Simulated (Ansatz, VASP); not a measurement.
# HoBi: VASP beside Ansatz, part 2 of 3

One calculation is typed for both programs; each brings its own data sets and cutoff. How far apart do they land?  The cell comes out of the VASP series on this material, whose earlier steps may have relaxed, scaled or displaced it; both programs get it as it stands.

VASP 6.6.1 and Ansatz 0.2.0.

So far: The starting structure; Ansatz: band structure, r2SCAN with rVV10, DFT+U.

In doubt: a part-filled 4f shell, where there is one, can sit in one of many states, so energies may not be the lowest and differences between runs may mislead; derivatives with an open 4f shell can jump between states, which bears on forces and vibrations.

### Step 3. VASP: band structure, r2SCAN with rVV10, DFT+U

Level of this step: r2SCAN with rVV10, DFT+U (Ho f 7 eV), spin-polarised from a ferromagnetic start; plane waves and PAW (Ho, Bi_d) (VASP).

The same cell, functional, mesh and smearing now go to VASP, with its own data sets and cutoff.

Lines of VASP's logs that name or quote its potential files are left out, and so is its time.

INCAR

```
SYSTEM = HoBi
PREC = Accurate
ENCUT = 450
EDIFF = 1E-06
NELM = 150
ISMEAR = 1
SIGMA = 0.2
LREAL = .FALSE.
ALGO = Normal
METAGGA = R2SCAN
LUSE_VDW = .TRUE.
IVDW_NL = 2
BPARAM = 11.95
CPARAM = 0.0093
LASPH = .TRUE.
NBANDS = 34
ISPIN = 2
MAGMOM = 3.98 -0.037
LDAU = .TRUE.
LDAUTYPE = 2
LDAUL = 3 -1
LDAUU = 7 0
LDAUJ = 0 0
LDAUPRINT = 1
LMAXMIX = 6
AMIX = 0.2
BMIX = 1E-04
AMIX_MAG = 0.8
BMIX_MAG = 1E-04
LORBIT = 11
LWAVE = .FALSE.
LCHARG = .FALSE.
KPAR = 4
```

POSCAR

```
HoBi
1.0
    0.0000000000      3.1290092822      3.1290092822
    3.1290092822      0.0000000000      3.1290092822
    3.1290092822      3.1290092822      0.0000000000
Ho Bi
1 1
Direct
    0.0000000000      0.0000000000      0.0000000000
    0.5000000000      0.5000000000      0.5000000000
```

KPOINTS

```
Automatic mesh
0
Gamma
5 5 5
0 0 0
```

KPOINTS_OPT

```
Line mode
16
Line-mode
Reciprocal
  0.00000000   0.00000000   0.00000000 GAMMA
  0.50000000   0.00000000   0.50000000 X

  0.50000000   0.00000000   0.50000000 X
  0.50000000   0.25000000   0.75000000 W

  0.50000000   0.25000000   0.75000000 W
  0.37500000   0.37500000   0.75000000 K

  0.37500000   0.37500000   0.75000000 K
  0.00000000   0.00000000   0.00000000 GAMMA

  0.00000000   0.00000000   0.00000000 GAMMA
  0.50000000   0.50000000   0.50000000 L

  0.50000000   0.50000000   0.50000000 L
  0.62500000   0.25000000   0.62500000 U

  0.62500000   0.25000000   0.62500000 U
  0.50000000   0.25000000   0.75000000 W

  0.50000000   0.25000000   0.75000000 W
  0.50000000   0.50000000   0.50000000 L

  0.50000000   0.50000000   0.50000000 L
  0.37500000   0.37500000   0.75000000 K

  0.62500000   0.25000000   0.62500000 U
  0.50000000   0.00000000   0.50000000 X
```

PAW data sets: Ho and Bi_d (PBE family, release 64).

On the command line:

```sh
mpirun -np 4 vasp_std
```

Numbers of over 12 decimals in the logs are rounded to 6 here.

Output:

```text
[banner, memory and clock lines left out]
running    4 mpi-ranks, on    1 nodes
 distrk:  each k-point on    1 cores,    4 groups
 distr:  one band on    1 cores,    1 groups

 POSCAR found type information on POSCAR HoBi
 POSCAR found :  2 types and       2 ions
|                                                                             |
|               ----> ADVICE to this user running VASP <----                  |
|                                                                             |
|     You have switched on vdW-DFT.                                           |
|     This routine was written and supplied by Jiri Klimes. We recommend      |
|     that you carefully read and cite the following publications:            |
|       J. Klimes, D.R. Bowler, A. Michelides                                 |
|          J. Phys.: Cond Matt. 22 022201 (2010)                              |
|       J. Klimes, D.R. Bowler, A. Michelides                                 |
|          Phys. Rev. B. 83, 195131 (2011)                                    |
|     and references therein.                                                 |
|                                                                             |

|                                                                             |
|               ----> ADVICE to this user running VASP <----                  |
|                                                                             |
|     You enforced a specific xc type in the INCAR file but a different       |
|     [... a line on the potential file left out ...]
|     I HOPE YOU KNOW WHAT YOU ARE DOING!                                     |
|                                                                             |

 LDA part: xc-table for (None), standard interpolation
 POSCAR, INCAR and KPOINTS ok, starting setup
 FFT: planning ... GRIDC
 FFT: planning ... GRID_SOFT
 FFT: planning ... GRID
 WAVECAR not read
 entering main loop
       N       E                     dE             d eps       ncg     rms          rms(c)
Total rVV10 correction in eV:      1.0045760    37.5212043
Total rVV10 correction in eV:      1.0045760    37.5212043
Total rVV10 correction in eV:      1.0045760    37.5212043
Total rVV10 correction in eV:      1.0045760    37.5212043
DAV:   1     0.209913834920E+03    0.20991E+03   -0.13256E+04  1992   0.487E+03
DAV:   2    -0.495852418705E+02   -0.25950E+03   -0.24052E+03  1768   0.619E+02
DAV:   3    -0.894146691924E+02   -0.39829E+02   -0.38675E+02  1646   0.135E+02
DAV:   4    -0.941378647403E+02   -0.47232E+01   -0.46277E+01  2298   0.398E+01
DAV:   5    -0.948597718782E+02   -0.72191E+00   -0.70671E+00  2416   0.146E+01    0.509E+01
Total rVV10 correction in eV:      0.9964577    37.5212039
Total rVV10 correction in eV:      0.9964577    37.5212039
Total rVV10 correction in eV:      0.9964577    37.5212039
Total rVV10 correction in eV:      0.9964577    37.5212039
DAV:   6    -0.893404081287E+02    0.55194E+01   -0.14451E+01  1720   0.913E+01    0.429E+01
Total rVV10 correction in eV:      1.0075221    37.5212039
Total rVV10 correction in eV:      1.0075221    37.5212039
Total rVV10 correction in eV:      1.0075221    37.5212039
Total rVV10 correction in eV:      1.0075221    37.5212039
DAV:   7    -0.889883113678E+02    0.35210E+00   -0.18405E+01  2012   0.511E+01    0.258E+01
Total rVV10 correction in eV:      1.0067658    37.5212040
Total rVV10 correction in eV:      1.0067658    37.5212040
Total rVV10 correction in eV:      1.0067658    37.5212040
Total rVV10 correction in eV:      1.0067658    37.5212040
DAV:   8    -0.907709920408E+02   -0.17827E+01   -0.12260E+00  2480   0.236E+01    0.191E+01
Total rVV10 correction in eV:      1.0104845    37.5212037
Total rVV10 correction in eV:      1.0104845    37.5212037
Total rVV10 correction in eV:      1.0104845    37.5212037
Total rVV10 correction in eV:      1.0104845    37.5212037
DAV:   9    -0.933294170585E+02   -0.25584E+01   -0.11086E+00  2002   0.431E+01    0.129E+01
Total rVV10 correction in eV:      1.0116786    37.5212037
Total rVV10 correction in eV:      1.0116786    37.5212037
Total rVV10 correction in eV:      1.0116786    37.5212037
Total rVV10 correction in eV:      1.0116786    37.5212037
DAV:  10    -0.925705551853E+02    0.75886E+00   -0.73500E-01  2408   0.175E+01    0.191E+01
Total rVV10 correction in eV:      1.0117518    37.5212037
Total rVV10 correction in eV:      1.0117518    37.5212037
Total rVV10 correction in eV:      1.0117518    37.5212037
Total rVV10 correction in eV:      1.0117518    37.5212037
DAV:  11    -0.925088569079E+02    0.61698E-01   -0.13803E-01  2208   0.218E+00    0.207E+01
Total rVV10 correction in eV:      1.0121882    37.5212037
[...]
DAV:   6    -0.412335945261E+04   -0.54765E+00     2040
DAV:   7    -0.412343764974E+04   -0.78197E-01     2376
DAV:   8    -0.412344129848E+04   -0.36487E-02     2096
DAV:   9    -0.412344166882E+04   -0.37035E-03     2392
DAV:  10    -0.412344168802E+04   -0.19194E-04     2040
DAV:  11    -0.412344168949E+04   -0.14774E-05     1272
DAV:  12    -0.412344168970E+04   -0.20456E-06      832
k-point batch [31-40\160]
       N       E                     dE             ncg
DAV:   1    -0.999905983847E+03   -0.12283E+05     2014
DAV:   2    -0.366020032256E+04   -0.26603E+04     1624
DAV:   3    -0.407471258803E+04   -0.41451E+03     1592
DAV:   4    -0.411113372263E+04   -0.36421E+02     2138
DAV:   5    -0.411900795098E+04   -0.78742E+01     2472
DAV:   6    -0.411947406287E+04   -0.46611E+00     2160
DAV:   7    -0.411952771015E+04   -0.53647E-01     2248
DAV:   8    -0.411953041786E+04   -0.27077E-02     2184
DAV:   9    -0.411953069874E+04   -0.28088E-03     2192
DAV:  10    -0.411953071361E+04   -0.14875E-04     2032
DAV:  11    -0.411953071453E+04   -0.91697E-06     1040
[...]
k-point batch [151-160\160]
       N       E                     dE             ncg
DAV:   1    -0.879614635488E+03   -0.11793E+05     1994
DAV:   2    -0.362373490244E+04   -0.27441E+04     1680
DAV:   3    -0.407630910346E+04   -0.45257E+03     1574
DAV:   4    -0.411277492773E+04   -0.36466E+02     2044
DAV:   5    -0.412361602055E+04   -0.10841E+02     2504
DAV:   6    -0.412418580726E+04   -0.56979E+00     2072
DAV:   7    -0.412426853307E+04   -0.82726E-01     2504
DAV:   8    -0.412427200776E+04   -0.34747E-02     2080
DAV:   9    -0.412427245911E+04   -0.45135E-03     2512
DAV:  10    -0.412427247988E+04   -0.20768E-04     2064
DAV:  11    -0.412427248165E+04   -0.17751E-05     1568
DAV:  12    -0.412427248185E+04   -0.19928E-06     1256
```

From OUTCAR (step 3):

```text
ion  position               nearest neighbor table
   1  0.000  0.000  0.000-   2 3.13   2 3.13   2 3.13   2 3.13   2 3.13   2 3.13
   2  0.500  0.500  0.500-   1 3.13   1 3.13   1 3.13   1 3.13   1 3.13   1 3.13

  LATTYP: Found a face centered cubic cell.
 ALAT       =     6.2580185644

 Subroutine GETGRP returns: Found 48 space group operations
 (whereof 48 operations were pure point group operations)

The static configuration has the point symmetry O_h .

 Found     10 irreducible k-points:

   k-points           NKPTS =     10   k-points in BZ     NKDIM =     10   number of bands    NBANDS=     34

   dimension x,y,z NGX =    32 NGY =   32 NGZ =   32
   dimension x,y,z NGXF=    64 NGYF=   64 NGZF=   64

   ENCUT  =  450.0 eV  33.07 Ry    5.75 a.u.   7.65  7.65  7.65*2*pi/ulx,y,z

   NELECT =      36.0000    total number of electrons

 k-points in reciprocal lattice and weights: Automatic mesh
   0.00000000  0.00000000  0.00000000       0.008
   0.20000000  0.00000000  0.00000000       0.064
   0.40000000  0.00000000  0.00000000       0.064
   0.20000000  0.20000000  0.00000000       0.048
   0.40000000  0.20000000  0.00000000       0.192
  -0.40000000  0.20000000  0.00000000       0.192
  -0.20000000  0.20000000  0.00000000       0.096
   0.40000000  0.40000000  0.00000000       0.048
  -0.40000000  0.40000000  0.00000000       0.096
  -0.40000000  0.40000000  0.20000000       0.192

atom =   1  type =  1  l = 3

 onsite density matrix

spin component  1

  0.9951 -0.0000 -0.0002  0.0000 -0.0000 -0.0000 -0.0000
 -0.0000  0.9952  0.0000  0.0000  0.0000 -0.0000 -0.0000
 -0.0002  0.0000  0.9952 -0.0000  0.0000 -0.0000  0.0000
  0.0000  0.0000 -0.0000  0.9949  0.0000  0.0000  0.0000
 -0.0000  0.0000  0.0000  0.0000  0.9952  0.0000  0.0002
 -0.0000 -0.0000 -0.0000  0.0000  0.0000  0.9954 -0.0000
 -0.0000 -0.0000  0.0000  0.0000  0.0002 -0.0000  0.9951

spin component  2

  0.6208 -0.0000  0.4790 -0.0000  0.0000  0.0000 -0.0000
 -0.0000  0.0003  0.0000  0.0000 -0.0000 -0.0000 -0.0000
  0.4790  0.0000  0.3734 -0.0000  0.0000 -0.0000  0.0000
 -0.0000  0.0000 -0.0000  0.9918  0.0000 -0.0000 -0.0000
  0.0000 -0.0000  0.0000  0.0000  0.3734  0.0000 -0.4790
  0.0000 -0.0000 -0.0000 -0.0000  0.0000  0.0024 -0.0000
 -0.0000 -0.0000  0.0000 -0.0000 -0.4790 -0.0000  0.6208

 occupancies and eigenvectors

  o =  0.0003  v =  0.0000  0.0000  0.0000  0.0000  0.0000  0.0000  0.0000  0.0000  1.0000 -0.0000 -0.0000 -0.0000 -0.0000 -0.0000      0.0000  0.0000  0.0000  0.0000  0.0000  0.0000  0.0000  0.0000  0.0000  0.0000  0.0000  0.0000  0.0000  0.0000
  o =  0.0024  v =  0.0000  0.0000  0.0000  0.0000  0.0000  0.0000  0.0000 -0.0000  0.0000  0.0000  0.0000  0.0001  1.0000  0.0001      0.0000  0.0000  0.0000  0.0000  0.0000  0.0000  0.0000  0.0000  0.0000  0.0000  0.0000  0.0000  0.0000  0.0000
  o =  0.0024  v =  0.0000  0.0000  0.0000  0.0000  0.0000  0.0000  0.0000  0.0002  0.0000 -0.0002  0.0000  0.7906 -0.0001  0.6124      0.0000  0.0000  0.0000  0.0000  0.0000  0.0000  0.0000  0.0000  0.0000  0.0000  0.0000  0.0000  0.0000  0.0000
  o =  0.0024  v =  0.0000  0.0000  0.0000  0.0000  0.0000  0.0000  0.0000  0.6124 -0.0000 -0.7906 -0.0000 -0.0002  0.0000 -0.0002      0.0000  0.0000  0.0000  0.0000  0.0000  0.0000  0.0000  0.0000  0.0000  0.0000  0.0000  0.0000  0.0000  0.0000
  o =  0.9918  v =  0.0000  0.0000  0.0000  0.0000  0.0000  0.0000  0.0000 -0.0000  0.0000  0.0000  1.0000 -0.0002 -0.0000  0.0003      0.0000  0.0000  0.0000  0.0000  0.0000  0.0000  0.0000  0.0000  0.0000  0.0000  0.0000  0.0000  0.0000  0.0000
  o =  0.9918  v =  0.0000  0.0000  0.0000  0.0000  0.0000  0.0000  0.0000  0.0000  0.0000 -0.0000 -0.0004 -0.6124  0.0000  0.7906      0.0000  0.0000  0.0000  0.0000  0.0000  0.0000  0.0000  0.0000  0.0000  0.0000  0.0000  0.0000  0.0000  0.0000
  o =  0.9918  v =  0.0000  0.0000  0.0000  0.0000  0.0000  0.0000  0.0000  0.7906  0.0000  0.6124 -0.0000  0.0000 -0.0000 -0.0000      0.0000  0.0000  0.0000  0.0000  0.0000  0.0000  0.0000  0.0000  0.0000  0.0000  0.0000  0.0000  0.0000  0.0000
  o =  0.9949  v = -0.0000 -0.0000 -0.0000 -1.0000  0.0000  0.0000 -0.0000  0.0000  0.0000  0.0000  0.0000  0.0000  0.0000  0.0000      0.0000  0.0000  0.0000  0.0000  0.0000  0.0000  0.0000  0.0000  0.0000  0.0000  0.0000  0.0000  0.0000  0.0000
  o =  0.9949  v =  0.0011  0.0000  0.0009 -0.0000 -0.6124 -0.0000  0.7906  0.0000  0.0000  0.0000  0.0000  0.0000  0.0000  0.0000      0.0000  0.0000  0.0000  0.0000  0.0000  0.0000  0.0000  0.0000  0.0000  0.0000  0.0000  0.0000  0.0000  0.0000
  o =  0.9949  v = -0.7906  0.0000 -0.6124  0.0000 -0.0009 -0.0000  0.0011  0.0000  0.0000  0.0000  0.0000  0.0000  0.0000  0.0000      0.0000  0.0000  0.0000  0.0000  0.0000  0.0000  0.0000  0.0000  0.0000  0.0000  0.0000  0.0000  0.0000  0.0000
  o =  0.9952  v = -0.0000 -1.0000 -0.0000  0.0000  0.0000 -0.0000  0.0000  0.0000  0.0000  0.0000  0.0000  0.0000  0.0000  0.0000      0.0000  0.0000  0.0000  0.0000  0.0000  0.0000  0.0000  0.0000  0.0000  0.0000  0.0000  0.0000  0.0000  0.0000
  o =  0.9954  v = -0.0000 -0.0000  0.0000  0.0000 -0.0001  1.0000 -0.0000  0.0000  0.0000  0.0000  0.0000  0.0000  0.0000  0.0000      0.0000  0.0000  0.0000  0.0000  0.0000  0.0000  0.0000  0.0000  0.0000  0.0000  0.0000  0.0000  0.0000  0.0000
  o =  0.9954  v =  0.6124 -0.0000 -0.7906  0.0000 -0.0000  0.0000 -0.0000  0.0000  0.0000  0.0000  0.0000  0.0000  0.0000  0.0000      0.0000  0.0000  0.0000  0.0000  0.0000  0.0000  0.0000  0.0000  0.0000  0.0000  0.0000  0.0000  0.0000  0.0000
  o =  0.9954  v = -0.0000 -0.0000  0.0000  0.0000 -0.7906 -0.0001 -0.6124  0.0000  0.0000  0.0000  0.0000  0.0000  0.0000  0.0000      0.0000  0.0000  0.0000  0.0000  0.0000  0.0000  0.0000  0.0000  0.0000  0.0000  0.0000  0.0000  0.0000  0.0000

 average (electrostatic) potential at core
       1 -45.8908       2-111.3345

 E-fermi :   4.9770

 spin component 1
 k-point     1 :       0.0000    0.0000    0.0000
  band No.  band energies     occupation
    ...
     13      -5.3317      1.00000
     14      -5.3316      1.00000
     15      -4.0015      1.00000
     16      -4.0015      1.00000
     17      -4.0014      1.00000
     18       5.9880     -0.00000
     19       5.9880     -0.00000
     20       5.9880     -0.00000
     21       6.2239     -0.00000
     22       6.2239     -0.00000
    ...

 k-point     2 :       0.2000    0.0000    0.0000
  band No.  band energies     occupation
    ...
     16      -3.9939      1.00000
     17      -3.9879      1.00000
     18       3.0950      1.00000
     19       4.3752      1.00009
     20       4.3752      1.00009
     21       6.7077     -0.00000
     22       6.7577     -0.00000
     23       6.7577     -0.00000
     24       9.2517      0.00000
     25       9.2518      0.00000
    ...

 k-point     3 :       0.4000    0.0000    0.0000
  band No.  band energies     occupation
    ...
     16      -3.9811      1.00000
     17      -3.9282      1.00000
     18       0.7887      1.00000
     19       3.3108      1.00000
     20       3.3108      1.00000
     21       7.4701     -0.00000
     22       7.6894     -0.00000
     23       7.6895     -0.00000
     24       9.3870      0.00000
     25      11.5623      0.00000
    ...

 k-point     4 :       0.2000    0.2000    0.0000
  band No.  band energies     occupation
    ...
     16      -3.9969      1.00000
     17      -3.9790      1.00000
     18       2.7083      1.00000
     19       4.6788      1.02807
     20       4.6789      1.02808
     21       5.5739     -0.00010
     22       7.3747     -0.00000
     23       7.9766     -0.00000
     24       8.1064     -0.00000
     25       8.1066     -0.00000
    ...

 k-point     5 :       0.4000    0.2000    0.0000
  band No.  band energies     occupation
    ...
     16      -3.9853      1.00000
     17      -3.9561      1.00000
     18       1.5237      1.00000
     19       3.2854      1.00000
     20       3.8398      1.00000
     21       6.1664     -0.00000
     22       7.9727     -0.00000
     23       8.0717     -0.00000
     24       9.3067      0.00000
     25       9.7158      0.00000
    ...

 k-point     6 :      -0.4000    0.2000    0.0000
  band No.  band energies     occupation
    ...
     16      -3.9791      1.00000
     17      -3.9272      1.00000
     18       0.9796      1.00000
     19       2.7983      1.00000
     20       3.2963      1.00000
     21       7.3575     -0.00000
     22       7.7933     -0.00000
     23       7.9424     -0.00000
     24       9.5200      0.00000
     25      10.3101      0.00000
    ...

  Total       -0.0109654     -0.0109654     -0.0109654     -0.0000000     -0.0000000      0.0000000
  in kB       -0.2867379     -0.2867379     -0.2867379     -0.0000000     -0.0000000      0.0000000
  external PRESSURE =      -0.2867379 kB  Pullay stress =       0.0000000 kB

  energy-cutoff  :      450.00
  volume of cell :       61.27
      direct lattice vectors                 reciprocal lattice vectors
     0.000000000  3.129009282  3.129009282    -0.159794988  0.159794988  0.159794988
     3.129009282  0.000000000  3.129009282     0.159794988 -0.159794988  0.159794988
     3.129009282  3.129009282  0.000000000     0.159794988  0.159794988 -0.159794988

 POSITION                                       TOTAL-FORCE (eV/Angst)
 -----------------------------------------------------------------------------------
      0.00000      0.00000      0.00000         0.000000      0.000000      0.000000
      3.12901      3.12901      3.12901         0.000000      0.000000      0.000000
 -----------------------------------------------------------------------------------
    total drift:                                0.000000     -0.000000      0.000000

  FREE ENERGIE OF THE ION-ELECTRON SYSTEM (eV)
  ---------------------------------------------------
  free  energy   TOTEN  =       -94.9046951385 eV

  energy  without entropy=      -94.9069754635  energy(sigma->0) =      -94.90545525

 total charge
# of ion       s       p       d       f       tot
--------------------------------------------------
    1        2.064   5.715   0.536   9.942  18.257
    2        1.382   1.843   9.864   0.000  13.089
--------------------------------------------------
tot          3.445   7.558  10.400   9.942  31.346

 magnetization (x)
# of ion       s       p       d       f       tot
--------------------------------------------------
    1        0.003  -0.046   0.041   3.982   3.980
    2       -0.004  -0.035   0.002   0.000  -0.037
--------------------------------------------------
tot         -0.001  -0.081   0.043   3.982   3.943

[... 6 further parts left out ...]
```

Experiment finds antiferromagnetic order in this phase (below 5.7 K, arxiv:1309.1113), so this ferromagnetic run describes another state. DFT+U on an f shell has many metastable occupations, and no search among them was made.

### Step 4. Differences

Known differences besides the PAW data sets themselves: U acts on the PAW sphere in VASP and on atomic orbitals in Ansatz, so only states and trends compare; VASP keeps PBE cores, Ansatz makes them for the functional; the cutoff is 500 eV in Ansatz and 450 eV in VASP; site moments are counted in spheres of each program's own size. Total energies have different zeros and are not compared.

Compared:

| quantity | Ansatz | VASP | difference |
| --- | --- | --- | --- |
| pressure (GPa) | -0.14 | -0.03 | -0.11 |
| total moment (μB) | 4.05 | 4.05 | 0.00 |
| moment on Ho1 (μB) | 4.06 | 3.98 | +0.08 |

Ansatz's pressure holds a Pulay correction of 0.03 GPa; VASP's holds none.

[end of part 2 of 3]

[Lines on the potential files, build, host, timing and source positions are cut from VASP's logs without a mark.]

[Logs are printed without paths, hosts, clocks, repeated set-up lines and the standing remarks that a program may print on its own settings, such as how far it seeks lower states.]

[Hosts, paths, dates, database ids (printed as entryN), source tags and the programs' standing remarks are cut or masked in the printed files.]
